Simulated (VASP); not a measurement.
# Mg2PbN2 (P-3m1) in VASP: single point with LDA

Aim: the single point of Mg2PbN2 with LDA.

Program: VASP 6.6.1. These are calculated values, not measurements. Logs are shortened: lines on timing, memory, paths and dates and some standing lists are left out, and cuts for length are marked.

## (1) The crystal as given

It takes space group P-3m1 (No. 164, trigonal). Conventional cell: a = 3.627 Å, b = 3.627 Å, c = 6.566 Å, α = 90.00°, β = 90.00°, γ = 120.00°. Mg (site symmetry 3m) is surrounded by 4 N at 2.14 to 2.24 Å. Pb (site symmetry -3m) is surrounded by 6 N at 2.86 Å and 6 Mg at 3.16 Å. N (site symmetry 3m) has 4 Mg at 2.14 to 2.24 Å as nearest neighbours.

The cell comes from a database or a generator and needn't be the stable form of this composition.

## (2) Single point, LDA

INCAR

```
SYSTEM = Mg2PbN2
PREC = Accurate ; ENCUT = 520
EDIFF = 1E-6 ; ISMEAR = 0
SIGMA = 0.01 ; LREAL = .FALSE.
LASPH = .TRUE. ; NELM = 100
ALGO = Normal ; ISIF = 2
LWAVE = .FALSE. ; LCHARG = .TRUE.
GGA = CA ; LELF = .TRUE.
LVHAR = .TRUE. ; NBANDS = 22
```

KPOINTS

```
regular mesh
0
G
  6 6 3
  0 0 0
```

POSCAR

```
Mg2PbN2
1.0
    3.6268640000      0.0000000000      0.0000000000
   -1.8134320000      3.1409560000      0.0000000000
    0.0000000000      0.0000000000      6.5658920000
Mg Pb N
2 1 2
Direct
    0.6666670000      0.3333330000      0.1387760000
    0.3333330000      0.6666670000      0.8612240000
    0.0000000000      0.0000000000      0.5000000000
    0.6666670000      0.3333330000      0.7974550000
    0.3333330000      0.6666670000      0.2025450000
```

Potentials or basis: VASP PAW LDA potentials, release 64 (Mg, Pb_d, N).

Command:

```sh
$ cat potpaw_LDA.64/Mg/POTCAR potpaw_LDA.64/Pb_d/POTCAR potpaw_LDA.64/N/POTCAR > POTCAR
$ mpirun -np 1 vasp_std > vasp.out
```

OUTCAR:

```text
SYSTEM = Mg2PbN2
   PREC = Accurate
   ENCUT = 520
   EDIFF = 1E-6
   ISMEAR = 0
   LREAL = .FALSE.
   LASPH = .TRUE.
   NELM = 100
   ISIF = 2
   GGA = CA

 ion  position               nearest neighbor table
   1  0.667  0.333  0.139-   5 2.14   5 2.14   5 2.14   4 2.24   2 2.78   2 2.78   2 2.78   3 3.16
                             3 3.16   3 3.16
   2  0.333  0.667  0.861-   4 2.14   4 2.14   4 2.14   5 2.24   1 2.78   1 2.78   1 2.78   3 3.16
                             3 3.16   3 3.16
   3  0.000  0.000  0.500-   4 2.86   5 2.86   5 2.86   4 2.86   4 2.86   5 2.86   1 3.16   2 3.16
                             2 3.16   1 3.16   2 3.16   1 3.16
   4  0.667  0.333  0.797-   2 2.14   2 2.14   2 2.14   1 2.24   3 2.86   3 2.86   3 2.86
   5  0.333  0.667  0.203-   1 2.14   1 2.14   1 2.14   2 2.24   3 2.86   3 2.86   3 2.86

  LATTYP: Found a hexagonal cell.
 ALAT       =     3.6268640000
 C/A-ratio  =     1.8103496574

  Lattice vectors:

 A1 = (   3.6268640000,   0.0000000000,   0.0000000000)
 A2 = (  -1.8134320000,   3.1409560000,   0.0000000000)
 A3 = (   0.0000000000,   0.0000000000,   6.5658920000)

Analysis of symmetry for initial positions (statically):
=====================================================================
 Subroutine PRICEL returns:
 Original cell was already a primitive cell.

 Routine SETGRP: Setting up the symmetry group for a
 hexagonal supercell.

 Subroutine GETGRP returns: Found 12 space group operations
 (whereof 12 operations were pure point group operations)
 out of a pool of 24 trial point group operations.

The static configuration has the point symmetry D_3d.

Analysis of symmetry for dynamics (positions and initial velocities):
=====================================================================
 Subroutine PRICEL returns:
 Original cell was already a primitive cell.

 Routine SETGRP: Setting up the symmetry group for a
 hexagonal supercell.

 Subroutine GETGRP returns: Found 12 space group operations
 (whereof 12 operations were pure point group operations)
 out of a pool of 24 trial point group operations.

The dynamic configuration has the point symmetry D_3d.

 Subroutine INISYM returns: Found 12 space group operations
 (whereof 12 operations are pure point group operations),
 and found     1 'primitive' translations

----------------------------------------------------------------------------------------

                                     Primitive cell

  volume of cell :      74.7975

  direct lattice vectors                    reciprocal lattice vectors
     3.626864000  0.000000000  0.000000000     0.275720292  0.159187203  0.000000000
    -1.813432000  3.140956000  0.000000000     0.000000000  0.318374406  0.000000000
     0.000000000  0.000000000  6.565892000     0.000000000  0.000000000  0.152302231

  length of vectors
     3.626864000  3.626863688  6.565892000     0.318374378  0.318374406  0.152302231

  position of ions in fractional coordinates (direct lattice)
     0.666667000  0.333333000  0.138776000
     0.333333000  0.666667000  0.861224000
     0.000000000  0.000000000  0.500000000
     0.666667000  0.333333000  0.797455000
     0.333333000  0.666667000  0.202545000

  ion indices of the primitive-cell ions
   primitive index   ion index
                 1           1
                 2           2
                 3           3
                 4           4
                 5           5

----------------------------------------------------------------------------------------

 KPOINTS: regular mesh

Automatic generation of k-mesh.
 Grid dimensions read from file:
 generate k-points for:    6    6    3

 Generating k-lattice:

  Cartesian coordinates                     Fractional coordinates (reciprocal lattice)
     0.045953382  0.026531200  0.000000000     0.166666667  0.000000000  0.000000000
     0.000000000  0.053062401  0.000000000     0.000000000  0.166666667  0.000000000
     0.000000000  0.000000000  0.050767410     0.000000000  0.000000000  0.333333333

  Length of vectors
     0.053062396  0.053062401  0.050767410

  Shift w.r.t. Gamma in fractional coordinates (k-lattice)
     0.000000000  0.000000000  0.000000000

 Subroutine IBZKPT returns following result:
 ===========================================

 Found     17 irreducible k-points:

 Following reciprocal coordinates:
            Coordinates               Weight
  0.000000  0.000000  0.000000      1.000000
  0.166667  0.000000  0.000000      6.000000
  0.333333 -0.000000  0.000000      6.000000
  0.500000 -0.000000  0.000000      3.000000
  0.166667  0.166667  0.000000      6.000000
  0.333333  0.166667  0.000000     12.000000
[... 9 lines left out ...]
 -0.166667  0.500000  0.333333     12.000000
  0.333333  0.333333  0.333333      4.000000
   k-points           NKPTS =     17   k-points in BZ     NKDIM =     17   number of bands    NBANDS=     22
   number of dos      NEDOS =    301   number of ions     NIONS =      5
   total plane-waves  NPLWV =  39200
   dimension x,y,z NGX =    28 NGY =   28 NGZ =   50
   dimension x,y,z NGXF=    56 NGYF=   56 NGZF=  100
   ions per type =               2   1   2
   NGX,Y,Z   is equivalent  to a cutoff of  12.83, 12.83, 12.66 a.u.
   NGXF,Y,Z  is equivalent  to a cutoff of  25.67, 25.67, 25.32 a.u.
 SYSTEM =  Mg2PbN2
   PREC   = accura    normal or accurate (medium, high low for compatibility)
   ISTART =      0    job   : 0-new  1-cont  2-samecut
   ICHARG =      2    charge: 1-file 2-atom 10-const
   ISPIN  =      1    spin polarized calculation?
   LNONCOLLINEAR =      F non collinear calculations
   LSORBIT =      F    spin-orbit coupling
   LASPH  =      T    aspherical Exc in radial PAW
   ENCUT  =  520.0 eV  38.22 Ry    6.18 a.u.   6.74  6.74 12.21*2*pi/ulx,y,z
   NELM   =    100;   NELMIN=  2; NELMDL= -5     # of ELM steps
   EDIFF  = 0.1E-05   stopping-criterion for ELM
   LREAL  =      F    real-space projection
   EDIFFG = 0.1E-04   stopping-criterion for IOM
   NSW    =      0    number of steps for IOM
   IBRION =     -1    ionic relax: 0-MD 1-quasi-New 2-CG
   NFREE  =      0    steps in history (QN), initial steepest desc. (CG)
   ISIF   =      2    stress and relaxation
   ISYM   =      2    0-nonsym 1-usesym 2-fastsym
   POTIM  = 0.5000    time-step for ionic-motion
   TEBEG  =    0.0;   TEEND  =   0.0 temperature during run
   PSTRESS=    0.0 pullay stress
   NELECT =      28.0000    total number of electrons
   NUPDOWN=      -1.0000    fix difference up-down
   EMIN   =  10.00;   EMAX   =-10.00  energy-range for DOS
   EFERMI =   0.00;   METHOD = LEGACY
   ISMEAR =     0;   SIGMA  =   0.01  broadening in eV -4-tet -1-fermi 0-gaus
   EFERMI_NEDOS =   21; number of points for ismear=-14 and -15
   IALGO  =     38    algorithm
   IMIX   =      4    mixing-type and parameters
     AMIX     =   0.40;   BMIX     =  1.00
     AMIX_MAG =   1.60;   BMIX_MAG =  1.00
  volume/ion in A,a.u.               =      14.96       100.95
  Fermi-wavevector in a.u.,A,eV,Ry     =   1.179864  2.229619 18.940380  1.392079
  Thomas-Fermi vector in A             =   2.316167
   LORBIT       =      0    0 simple, 1 ext, 2 COOP (PROOUT), +10 PAW based schemes
   GGA     = CA    functional components
   LHFCALC =     F    Hartree Fock is set to
   AEXX    =    0.0000 exact exchange contribution
   IVDW    =     0    specifies the selected vdW correction
   LEPSILON=     F    determine dielectric tensor
   LRPA    =     F    only Hartree local field effects (RPA)
 non-spin polarized calculation
 Gauss-broadening in eV      SIGMA  =   0.01
  energy-cutoff  :      520.00
  volume of cell :       74.80
 maximum number of plane-waves:      2022
 NGX is ok and might be reduce to    28
   NGX = 13   NGY = 13   NGZ = 25

 number of electron      27.9999997 magnetization

 Free energy of the ion-electron system (eV)
  ---------------------------------------------------
  ext. energy  EPLUGINS =         0.00000000
  ---------------------------------------------------
  free energy    TOTEN  =       -27.53537716 eV

  energy without entropy =      -27.53537716  energy(sigma->0) =      -27.53537716

 E-fermi :   4.9674     XC(G=0): -10.6528

 val. band max:        4.9162925190   @ k =   0.0000   0.1667   0.3333
 cond. band min:       5.5322338468   @ k =   0.5000  -0.0000   0.3333
 fundamental gap:      0.6159413278
 Fermi energy:         4.9673756818

 k-point     1 :       0.0000    0.0000    0.0000
  band No.  band energies     occupation
      1     -11.9235      2.00000
      2     -11.9235      2.00000
      3     -11.8781      2.00000
      4     -11.7435      2.00000
      5     -11.7435      2.00000
      6      -8.7699      2.00000
[... 14 lines left out ...]
     21      14.4591      0.00000
     22      14.7386      0.00000

 k-point     2 :       0.1667    0.0000    0.0000
  band No.  band energies     occupation
      1     -11.9381      2.00000
      2     -11.8789      2.00000
      3     -11.8438      2.00000
      4     -11.7840      2.00000
      5     -11.7485      2.00000
      6      -8.5287      2.00000
[... 14 lines left out ...]
     21      14.1239      0.00000
     22      14.3445      0.00000

 k-point     3 :       0.3333   -0.0000    0.0000
  band No.  band energies     occupation
      1     -11.9745      2.00000
      2     -11.8609      2.00000
      3     -11.8015      2.00000
      4     -11.7711      2.00000
      5     -11.7449      2.00000
      6      -7.9370      2.00000
[... 14 lines left out ...]
     21      14.0130      0.00000
     22      14.6521      0.00000
[... 301 lines left out ...]
 k-point    16 :      -0.1667    0.5000    0.3333
  band No.  band energies     occupation
      1     -11.9408      2.00000
      2     -11.8770      2.00000
      3     -11.8139      2.00000
      4     -11.7715      2.00000
      5     -11.7317      2.00000
      6      -7.4440      2.00000
[... 14 lines left out ...]
     21      13.4840      0.00000
     22      14.1350      0.00000

 k-point    17 :       0.3333    0.3333    0.3333
  band No.  band energies     occupation
      1     -11.8613      2.00000
      2     -11.8613      2.00000
      3     -11.8289      2.00000
      4     -11.8289      2.00000
      5     -11.7465      2.00000
      6      -7.2088      2.00000
[... 14 lines left out ...]
     21      14.1835      0.00000
     22      14.1835      0.00000

------------------------ aborting loop because EDIFF is reached ----------------------------------------

  FORCE on cell =-STRESS in cart. coord.  units (eV):
  Direction    XX          YY          ZZ          XY          YZ          ZX
  --------------------------------------------------------------------------------------
  -------------------------------------------------------------------------------------
  Total       -3.2617279     -3.2617271     -3.4538084      0.0000000      0.0000000      0.0000000
  in kB      -69.8668958    -69.8668797    -73.9813008      0.0000000      0.0000000      0.0000000
  external PRESSURE =     -71.2383588 kB  Pullay stress =       0.0000000 kB

 VOLUME and BASIS-vectors are now :
 -----------------------------------------------------------------------------
  energy-cutoff  :      520.00
  volume of cell :       74.80
      direct lattice vectors                 reciprocal lattice vectors
     3.626864000  0.000000000  0.000000000     0.275720292  0.159187203  0.000000000
    -1.813432000  3.140956000  0.000000000     0.000000000  0.318374406  0.000000000
     0.000000000  0.000000000  6.565892000     0.000000000  0.000000000  0.152302231

 POSITION                                       TOTAL-FORCE (eV/Angst)
 -----------------------------------------------------------------------------------
      1.81343      1.04698      0.91119        -0.000000     -0.000000     -0.008124
     -0.00000      2.09397      5.65470        -0.000000      0.000000      0.008124
      0.00000      0.00000      3.28295        -0.000000      0.000000      0.000000
      1.81343      1.04698      5.23600        -0.000000      0.000000      0.042292
     -0.00000      2.09397      1.32989         0.000000      0.000000     -0.042292
 -----------------------------------------------------------------------------------
    total drift:                                0.000000      0.000000      0.000000

  FREE ENERGIE OF THE ION-ELECTRON SYSTEM (eV)
  ---------------------------------------------------
  free  energy   TOTEN  =       -27.5353771626 eV

  energy  without entropy=      -27.5353771626  energy(sigma->0) =      -27.53537716
```

It took 28 s on 1 thread of Intel Xeon Platinum 8488C (Sapphire Rapids), shared host; peak memory 0.17 GiB.

Results:

- Free energy: -27.5354 eV
- Pressure: -7.1 GPa
- Largest force: 0.042 eV/Å
- Band gap on the k mesh: 0.62 eV, indirect (least direct gap 1.35 eV)

Forces in eV/Å, atoms in the order of the input:
```
Mg   0.000  0.000 -0.008
Mg   0.000  0.000  0.008
Pb   0.000  0.000  0.000
N    0.000  0.000  0.042
N    0.000  0.000 -0.042
```

Levels at points of the mesh, in eV from the valence-band top:
| k point | band 10 | band 11 | band 12 | band 13 | band 14 | band 15 | band 16 | band 17 | band 18 | band 19 |
| --- | --- | --- | --- | --- | --- | --- | --- | --- | --- | --- |
| (0.00, 0.00, 0.00) | -2.15 | -1.16 | -1.16 | -0.97 | -0.97 | 2.22 | 4.41 | 5.46 | 5.46 | 8.89 |
| (0.50, 0.00, 0.00) | -3.72 | -3.29 | -2.13 | -1.07 | -0.47 | 0.88 | 3.42 | 3.62 | 3.87 | 6.60 |

Caveat: spin-orbit coupling is left out, which as a rule narrows the gap of such compounds by several tenths of an eV; an odd mesh through Γ misses points on the zone boundary, where band edges often lie.
